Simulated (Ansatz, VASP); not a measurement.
Ba2SnF6 in VASP and in Ansatz

```
Ba Sn F
1.0
     0.00000    4.35178    4.35178
     4.35178    0.00000    4.35178
     4.35178    4.35178    0.00000
Ba Sn F
2 1 6
Direct
  0.25000 0.25000 0.25000
  0.75000 0.75000 0.75000
  0.00000 0.00000 0.00000
  0.73840 0.26160 0.26160
  0.26160 0.73840 0.26160
  0.26160 0.26160 0.73840
  0.26160 0.73840 0.73840
  0.73840 0.26160 0.73840
  0.73840 0.73840 0.26160
```

Alike in both runs: functional PBE; k mesh 6 × 6 × 6; occupations gaussian, width 0.02 eV; no spin polarisation.

Ansatz relaxed the structure, and its values are those at the end. VASP's run is a single point on that final structure, the one shown.

```csv
,VASP,Ansatz
version,VASP 6.6.1,Ansatz 0.2.0
potentials or method,"VASP PAW PBE potentials, release 64 (Ba_sv, Sn_d, F)","scalar-relativistic, plane waves, PAW"
plane-wave cutoff (eV),520,420
valence electrons in the cell,76,76
```

|  | VASP | Ansatz | Ansatz less VASP |
| --- | --- | --- | --- |
| gap on the k mesh at the Fermi level (eV) | 2.29 | 2.32 | +0.033 |
| least direct gap on the mesh (eV) | 2.91 | 2.92 | +0.010 |
| pressure (GPa) | 0.3 | 0.0 | -0.24 |

With one functional, cell and mesh, what is left measures potentials, basis and numerics.

Caveats: spin-orbit coupling is left out, which moves the levels of the heavy elements. A k mesh can miss the band edges.
